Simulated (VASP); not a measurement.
Elastic constants (GPa) of a crystal from VASP with PBE GGA, VASP's PBE PAW potentials (set 64):

|  | xx | yy | zz | yz | xz | xy |
|---|---|---|---|---|---|---|
| xx | 31.0 | 8.0 | 8.0 | 0.0 | 0.0 | 0.0 |
| yy | 8.0 | 31.0 | 8.0 | 0.0 | 0.0 | 0.0 |
| zz | 8.0 | 8.0 | 31.0 | 0.0 | 0.0 | 0.0 |
| yz | 0.0 | 0.0 | 0.0 | 7.1 | 0.0 | 0.0 |
| xz | 0.0 | 0.0 | 0.0 | 0.0 | 7.1 | 0.0 |
| xy | 0.0 | 0.0 | 0.0 | 0.0 | 0.0 | 7.1 |

Problem. Work out the Voigt, Reuss and Hill moduli, Young's modulus and Poisson's ratio.

Solution. All eigenvalues are positive (smallest 7.1 GPa), so the crystal is stable. K_V = (C11+C22+C33+2(C12+C13+C23))/9 = (93.0 + 2×24.0)/9 = 15.7 GPa; G_V = (93.0 − 24.0 + 3×21.3)/15 = 8.9 GPa. From the compliances, K_R = 15.7 GPa and G_R = 8.4 GPa. Hill: K = 15.7 GPa, G = 8.6 GPa, E = 9KG/(3K+G) = 21.9 GPa, ν = (3K−2G)/(2(3K+G)) = 0.267. K/G = 1.82, above Pugh's 1.75; universal anisotropy A^U = 0.28.

Problem. With a density of 3.60 g/cm³, what are the mean sound speeds?

Solution. v_l = √((K+4G/3)/ρ) = 2.75 km/s and v_t = √(G/ρ) = 1.55 km/s. The crystal is NaI (rock salt), cubic.

The compound is NaI in the rock salt structure. It was relaxed first.
